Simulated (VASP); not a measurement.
# CdTe: relaxation of cell and atoms with LDA

Crystal: CdTe.

```
Cd Te
1.0
     0.00000    3.21061    3.21061
     3.21061    0.00000    3.21061
     3.21061    3.21061    0.00000
Cd Te
1 1
Cartesian
  0.0000 0.0000 0.0000
  1.6053 1.6053 1.6053
```

```
Program                : VASP 6.6.1
Task                   : relaxation of cell and atoms
Functional             : LDA
Potentials or basis    : VASP PAW LDA potentials, release 64 (Cd, Te)
Cutoff                 : 520 eV
k mesh                 : 8 × 8 × 8
Occupations            : gaussian, width 0.02 eV
Spin                   : no spin polarisation
Further INCAR settings : ALGO = Fast; EDIFF = 1e-07; IBRION = 2; EDIFFG = -0.002; NSW = 80; ISIF = 3
```

```
Pressure after relaxing : 0.0 GPa
Band gap on the k mesh  : 0.64 eV, direct
```

Final structure:
```xyz
2
Lattice="0.0000 3.2106 3.2106 3.2106 0.0000 3.2106 3.2106 3.2106 0.0000" Properties=species:S:1:pos:R:3 pbc="T T T"
Cd    0.0000    0.0000    0.0000
Te    1.6053    1.6053    1.6053
```

Levels at points of the mesh, in eV from the valence-band top:
```csv
k point,band 6,band 7,band 8,band 9,band 10,band 11,band 12,band 13
"(0.00, 0.00, 0.00)",-8.11,0.00,0.00,0.00,0.64,4.48,4.48,4.48
"(0.50, 0.00, 0.00)",-7.74,-4.66,-0.83,-0.83,1.69,5.08,5.08,6.88
"(0.50, 0.50, 0.00)",-7.59,-4.52,-1.99,-1.99,2.38,2.54,8.79,9.13
```

It took 16 s on 1 thread of Intel(R) Xeon(R) Platinum 8488C (Sapphire Rapids), with other jobs on the host, peak memory 0.18 GiB.

Caveat: the relaxation stopped at its first step, so nothing moved; spin-orbit coupling is left out, which moves the levels of the heavy elements. A hybrid or GW would open this gap; LDA tends to underestimate it.
